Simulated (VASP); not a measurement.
These are PBE GGA, VASP's PBE PAW potentials (set 64) (plane waves; VASP) values and carry that method's errors.

A VASP calculation is set up with these files.

File KPOINTS:
```
Automatic mesh
0
Gamma
4 4 4
0 0 0
```

File POSCAR:
```
PrCl3
1
    5.3426550000     0.0000000000     0.0000000000
    0.0000000000     5.3426550000     0.0000000000
    0.0000000000     0.0000000000     5.3426550000
Pr Cl
1 3
Direct
  0.0000000000   0.0000000000   0.0000000000
  0.5000000000   0.0000000000   0.0000000000
  0.0000000000   0.0000000000   0.5000000000
  0.0000000000   0.5000000000   0.0000000000
```

**INCAR**
```
LCHARG = F
ENCUT = 400   # plane-wave cut-off (eV)
PREC = Accurate
ISMEAR = 0
ISIF = 2   # forces and stress, cell fixed
GGA = PE
LMAXMIX = 6   # l cut-off of mixed one-centre charges
LWAVE = F
SYSTEM = PrCl3
NELM = 100
LASPH = T
ALGO = Damped
LREAL = F   # projection in real space or not
SIGMA = 0.05
EDIFF = 1E-6
```

POTCAR, in this order: Pr_3 Cl (PBE.64 set). Program: vasp_std.

Output of the run:

OSZICAR:
```
...
DMP:  12    -0.188967356176E+02   -0.22633E-01   -0.15425E-01   200   0.238E-01   0.387E-01
DMP:  13    -0.189094753291E+02   -0.12740E-01   -0.87583E-02   200   0.125E-01   0.246E-01
DMP:  14    -0.189169140864E+02   -0.74388E-02   -0.51464E-02   200   0.713E-02   0.150E-01
DMP:  15    -0.189214815850E+02   -0.45675E-02   -0.32446E-02   200   0.435E-02   0.984E-02
DMP:  16    -0.189244080511E+02   -0.29265E-02   -0.20823E-02   200   0.274E-02   0.646E-02
DMP:  17    -0.189263305842E+02   -0.19225E-02   -0.14212E-02   200   0.188E-02   0.438E-02
DMP:  18    -0.189276675382E+02   -0.13370E-02   -0.10157E-02   200   0.135E-02   0.311E-02
DMP:  19    -0.189286360307E+02   -0.96849E-03   -0.75680E-03   200   0.102E-02   0.229E-02
DMP:  20    -0.189293648176E+02   -0.72879E-03   -0.58257E-03   200   0.790E-03   0.174E-02
DMP:  21    -0.189299295619E+02   -0.56474E-03   -0.45877E-03   200   0.627E-03   0.136E-02
DMP:  22    -0.189303765170E+02   -0.44696E-03   -0.36775E-03   200   0.505E-03   0.108E-02
DMP:  23    -0.189307361676E+02   -0.35965E-03   -0.29910E-03   200   0.413E-03   0.875E-03
DMP:  24    -0.189310295694E+02   -0.29340E-03   -0.24632E-03   200   0.342E-03   0.716E-03
DMP:  25    -0.189312718032E+02   -0.24223E-03   -0.20498E-03   200   0.286E-03   0.593E-03
DMP:  26    -0.189314738079E+02   -0.20200E-03   -0.17211E-03   200   0.241E-03   0.496E-03
DMP:  27    -0.189316437274E+02   -0.16992E-03   -0.14563E-03   200   0.205E-03   0.418E-03
DMP:  28    -0.189317877378E+02   -0.14401E-03   -0.12407E-03   200   0.175E-03   0.355E-03
DMP:  29    -0.189319106002E+02   -0.12286E-03   -0.10632E-03   200   0.150E-03   0.303E-03
DMP:  30    -0.189320160122E+02   -0.10541E-03   -0.91574E-04   200   0.130E-03   0.260E-03
DMP:  31    -0.189321069039E+02   -0.90892E-04   -0.80763E-04   200   0.116E-03   0.225E-03
DMP:  32    -0.189321871361E+02   -0.80232E-04   -0.72930E-04   200   0.107E-03   0.198E-03
DMP:  33    -0.189322596353E+02   -0.72499E-04   -0.67346E-04   200   0.998E-04   0.179E-03
DMP:  34    -0.189323266145E+02   -0.66979E-04   -0.63111E-04   200   0.944E-04   0.166E-03
DMP:  35    -0.189323894038E+02   -0.62789E-04   -0.59911E-04   200   0.904E-04   0.155E-03
DMP:  36    -0.189324490249E+02   -0.59621E-04   -0.57489E-04   200   0.873E-04   0.148E-03
DMP:  37    -0.189325062453E+02   -0.57220E-04   -0.55670E-04   200   0.850E-04   0.142E-03
DMP:  38    -0.189325616604E+02   -0.55415E-04   -0.54262E-04   200   0.832E-04   0.137E-03
DMP:  39    -0.189326156767E+02   -0.54016E-04   -0.53065E-04   200   0.816E-04   0.134E-03
DMP:  40    -0.189326685022E+02   -0.52825E-04   -0.51780E-04   200   0.795E-04   0.131E-03
DMP:  41    -0.189327200496E+02   -0.51547E-04   -0.50324E-04   200   0.770E-04   0.128E-03
DMP:  42    -0.189327701504E+02   -0.50101E-04   -0.48489E-04   200   0.738E-04   0.124E-03
DMP:  43    -0.189328184296E+02   -0.48279E-04   -0.46547E-04   200   0.707E-04   0.120E-03
DMP:  44    -0.189328647812E+02   -0.46352E-04   -0.44617E-04   200   0.677E-04   0.115E-03
DMP:  45    -0.189329092168E+02   -0.44436E-04   -0.42869E-04   200   0.651E-04   0.110E-03
DMP:  46    -0.189329519172E+02   -0.42700E-04   -0.41145E-04   200   0.625E-04   0.106E-03
DMP:  47    -0.189329929053E+02   -0.40988E-04   -0.39519E-04   200   0.600E-04   0.102E-03
DMP:  48    -0.189330322789E+02   -0.39374E-04   -0.37981E-04   200   0.577E-04   0.975E-04
DMP:  49    -0.189330701248E+02   -0.37846E-04   -0.36444E-04   200   0.553E-04   0.938E-04
DMP:  50    -0.189331064447E+02   -0.36320E-04   -0.35075E-04   200   0.533E-04   0.900E-04
DMP:  51    -0.189331414045E+02   -0.34960E-04   -0.33864E-04   200   0.516E-04   0.866E-04
DMP:  52    -0.189331751605E+02   -0.33756E-04   -0.32895E-04   200   0.503E-04   0.836E-04
DMP:  53    -0.189332079533E+02   -0.32793E-04   -0.31911E-04   200   0.487E-04   0.813E-04
DMP:  54    -0.189332397668E+02   -0.31813E-04   -0.30859E-04   200   0.470E-04   0.788E-04
DMP:  55    -0.189332705341E+02   -0.30767E-04   -0.29820E-04   200   0.454E-04   0.762E-04
DMP:  56    -0.189333002684E+02   -0.29734E-04   -0.28849E-04   200   0.440E-04   0.737E-04
DMP:  57    -0.189333290375E+02   -0.28769E-04   -0.27937E-04   200   0.426E-04   0.713E-04
DMP:  58    -0.189333568996E+02   -0.27862E-04   -0.27025E-04   200   0.412E-04   0.690E-04
DMP:  59    -0.189333838552E+02   -0.26956E-04   -0.26239E-04   200   0.401E-04   0.668E-04
DMP:  60    -0.189334100283E+02   -0.26173E-04   -0.25501E-04   200   0.390E-04   0.649E-04
DMP:  61    -0.189334354670E+02   -0.25439E-04   -0.24785E-04   200   0.379E-04   0.630E-04
DMP:  62    -0.189334601932E+02   -0.24726E-04   -0.24161E-04   200   0.370E-04   0.613E-04
DMP:  63    -0.189334842978E+02   -0.24105E-04   -0.23513E-04   200   0.360E-04   0.597E-04
DMP:  64    -0.189335077574E+02   -0.23460E-04   -0.22858E-04   200   0.349E-04   0.581E-04
DMP:  65    -0.189335305653E+02   -0.22808E-04   -0.22247E-04   200   0.340E-04   0.565E-04
DMP:  66    -0.189335527646E+02   -0.22199E-04   -0.21580E-04   200   0.329E-04   0.550E-04
DMP:  67    -0.189335743005E+02   -0.21536E-04   -0.20947E-04   200   0.320E-04   0.534E-04
DMP:  68    -0.189335952063E+02   -0.20906E-04   -0.20430E-04   200   0.313E-04   0.518E-04
DMP:  69    -0.189336155976E+02   -0.20391E-04   -0.19935E-04   200   0.305E-04   0.505E-04
DMP:  70    -0.189336354957E+02   -0.19898E-04   -0.19444E-04   200   0.298E-04   0.493E-04
DMP:  71    -0.189336549048E+02   -0.19409E-04   -0.18952E-04   200   0.290E-04   0.481E-04
DMP:  72    -0.189336738238E+02   -0.18919E-04   -0.18515E-04   200   0.284E-04   0.469E-04
DMP:  73    -0.189336923078E+02   -0.18484E-04   -0.18154E-04   200   0.279E-04   0.458E-04
DMP:  74    -0.189337104318E+02   -0.18124E-04   -0.17817E-04   200   0.274E-04   0.449E-04
DMP:  75    -0.189337282195E+02   -0.17788E-04   -0.17431E-04   200   0.267E-04   0.441E-04
DMP:  76    -0.189337456229E+02   -0.17403E-04   -0.17023E-04   200   0.261E-04   0.431E-04
DMP:  77    -0.189337626194E+02   -0.16996E-04   -0.16657E-04   200   0.256E-04   0.421E-04
DMP:  78    -0.189337792518E+02   -0.16632E-04   -0.16332E-04   200   0.251E-04   0.412E-04
DMP:  79    -0.189337955603E+02   -0.16309E-04   -0.15979E-04   200   0.245E-04   0.404E-04
DMP:  80    -0.189338115173E+02   -0.15957E-04   -0.15657E-04   200   0.240E-04   0.395E-04
DMP:  81    -0.189338271535E+02   -0.15636E-04   -0.15348E-04   200   0.236E-04   0.387E-04
DMP:  82    -0.189338424813E+02   -0.15328E-04   -0.15101E-04   200   0.233E-04   0.380E-04
DMP:  83    -0.189338575629E+02   -0.15082E-04   -0.14921E-04   200   0.230E-04   0.374E-04
DMP:  84    -0.189338724644E+02   -0.14902E-04   -0.14727E-04   200   0.227E-04   0.369E-04
DMP:  85    -0.189338871720E+02   -0.14708E-04   -0.14520E-04   200   0.224E-04   0.364E-04
DMP:  86    -0.189339016731E+02   -0.14501E-04   -0.14265E-04   200   0.219E-04   0.359E-04
DMP:  87    -0.189339159192E+02   -0.14246E-04   -0.14060E-04   200   0.217E-04   0.353E-04
DMP:  88    -0.189339299607E+02   -0.14042E-04   -0.13856E-04   200   0.214E-04   0.348E-04
DMP:  89    -0.189339437984E+02   -0.13838E-04   -0.13609E-04   200   0.209E-04   0.343E-04
DMP:  90    -0.189339573905E+02   -0.13592E-04   -0.13350E-04   200   0.205E-04   0.336E-04
DMP:  91    -0.189339707243E+02   -0.13334E-04   -0.13133E-04   200   0.202E-04   0.330E-04
DMP:  92    -0.189339838418E+02   -0.13118E-04   -0.12897E-04   200   0.198E-04   0.325E-04
DMP:  93    -0.189339967239E+02   -0.12882E-04   -0.12598E-04   200   0.193E-04   0.319E-04
DMP:  94    -0.189340093070E+02   -0.12583E-04   -0.12251E-04   200   0.187E-04   0.311E-04
DMP:  95    -0.189340215450E+02   -0.12238E-04   -0.11931E-04   200   0.183E-04   0.303E-04
DMP:  96    -0.189340334646E+02   -0.11920E-04   -0.11658E-04   200   0.179E-04   0.295E-04
DMP:  97    -0.189340451120E+02   -0.11647E-04   -0.11408E-04   200   0.175E-04   0.288E-04
DMP:  98    -0.189340565097E+02   -0.11398E-04   -0.11168E-04   200   0.171E-04   0.282E-04
DMP:  99    -0.189340676679E+02   -0.11158E-04   -0.10952E-04   200   0.168E-04   0.276E-04
DMP: 100    -0.189340786114E+02   -0.10943E-04   -0.10773E-04   200   0.166E-04   0.271E-04
   1 F= -.18934079E+02 E0= -.18934079E+02  d E =-.303998E-12
```

OUTCAR:
```
------------------------ aborting loop EDIFF was not reached (unconverged)  ----------------------------
  FORCE on cell =-STRESS in cart. coord.  units (eV):
  Direction    XX          YY          ZZ          XY          YZ          ZX
  --------------------------------------------------------------------------------------
  Total        4.0834351      4.0834351      4.0834351      0.0000000     -0.0000000      0.0000000
  in kB       42.9007469     42.9007469     42.9007469      0.0000000     -0.0000000      0.0000000
  external PRESSURE =      42.9007469 kB  Pullay stress =       0.0000000 kB
  volume of cell :      152.50
      direct lattice vectors                 reciprocal lattice vectors
     5.342655000  0.000000000  0.000000000     0.187172857  0.000000000  0.000000000
     0.000000000  5.342655000  0.000000000     0.000000000  0.187172857  0.000000000
     0.000000000  0.000000000  5.342655000     0.000000000  0.000000000  0.187172857
 POSITION                                       TOTAL-FORCE (eV/Angst)
 -----------------------------------------------------------------------------------
      0.00000      0.00000      0.00000         0.000000      0.000000      0.000000
      2.67133      0.00000      0.00000         0.000000      0.000000      0.000000
      0.00000      0.00000      2.67133         0.000000      0.000000      0.000000
      0.00000      2.67133      0.00000         0.000000      0.000000      0.000000
 -----------------------------------------------------------------------------------
    total drift:                                0.000000      0.000000     -0.000000
  FREE ENERGIE OF THE ION-ELECTRON SYSTEM (eV)
  ---------------------------------------------------
  free  energy   TOTEN  =       -18.9340786114 eV

  energy  without entropy=      -18.9340786114  energy(sigma->0) =      -18.93407861
```
(Selected blocks of OUTCAR.)

### stdout
```
...
DMP:  82    -0.189338424813E+02   -0.15328E-04   -0.15101E-04   200   0.233E-04   0.380E-04
DMP:  83    -0.189338575629E+02   -0.15082E-04   -0.14921E-04   200   0.230E-04   0.374E-04
DMP:  84    -0.189338724644E+02   -0.14902E-04   -0.14727E-04   200   0.227E-04   0.369E-04
DMP:  85    -0.189338871720E+02   -0.14708E-04   -0.14520E-04   200   0.224E-04   0.364E-04
DMP:  86    -0.189339016731E+02   -0.14501E-04   -0.14265E-04   200   0.219E-04   0.359E-04
DMP:  87    -0.189339159192E+02   -0.14246E-04   -0.14060E-04   200   0.217E-04   0.353E-04
DMP:  88    -0.189339299607E+02   -0.14042E-04   -0.13856E-04   200   0.214E-04   0.348E-04
DMP:  89    -0.189339437984E+02   -0.13838E-04   -0.13609E-04   200   0.209E-04   0.343E-04
DMP:  90    -0.189339573905E+02   -0.13592E-04   -0.13350E-04   200   0.205E-04   0.336E-04
DMP:  91    -0.189339707243E+02   -0.13334E-04   -0.13133E-04   200   0.202E-04   0.330E-04
DMP:  92    -0.189339838418E+02   -0.13118E-04   -0.12897E-04   200   0.198E-04   0.325E-04
DMP:  93    -0.189339967239E+02   -0.12882E-04   -0.12598E-04   200   0.193E-04   0.319E-04
DMP:  94    -0.189340093070E+02   -0.12583E-04   -0.12251E-04   200   0.187E-04   0.311E-04
DMP:  95    -0.189340215450E+02   -0.12238E-04   -0.11931E-04   200   0.183E-04   0.303E-04
DMP:  96    -0.189340334646E+02   -0.11920E-04   -0.11658E-04   200   0.179E-04   0.295E-04
DMP:  97    -0.189340451120E+02   -0.11647E-04   -0.11408E-04   200   0.175E-04   0.288E-04
DMP:  98    -0.189340565097E+02   -0.11398E-04   -0.11168E-04   200   0.171E-04   0.282E-04
DMP:  99    -0.189340676679E+02   -0.11158E-04   -0.10952E-04   200   0.168E-04   0.276E-04
DMP: 100    -0.189340786114E+02   -0.10943E-04   -0.10773E-04   200   0.166E-04   0.271E-04
 final diagonalization occupied

 -----------------------------------------------------------------------------
|                                                                             |
|           W    W    AA    RRRRR   N    N  II  N    N   GGGG   !!!           |
|           W    W   A  A   R    R  NN   N  II  NN   N  G    G  !!!           |
|           W    W  A    A  R    R  N N  N  II  N N  N  G       !!!           |
|           W WW W  AAAAAA  RRRRR   N  N N  II  N  N N  G  GGG   !            |
|           WW  WW  A    A  R   R   N   NN  II  N   NN  G    G                |
|           W    W  A    A  R    R  N    N  II  N    N   GGGG   !!!           |
|                                                                             |
|     The electronic self-consistency was not achieved in the given           |
|     number of steps (NELM). The forces and other quantities evaluated       |
|     might not be reliable so examine the results carefully. If you find     |
|     spurious results, we suggest increasing NELM, if you were close to      |
|     convergence or switching to a different ALGO or adjusting the           |
|     density mixing parameters otherwise.                                    |
|                                                                             |
 -----------------------------------------------------------------------------

   1 F= -.18934079E+02 E0= -.18934079E+02  d E =-.303998E-12
```

Convergence was not reached.

The 4f electrons are frozen in the core of the lanthanide potential, so 4f levels, which can set the real gap, and their magnetism are missing.

The structure was generated: PrCl3 was put into the ReO3 type (Pm-3m), which need not be its known phase. The cell was not relaxed at this level. The run is one of a series of settings (ALGO = Damped against the base run), some of them coarse on purpose.
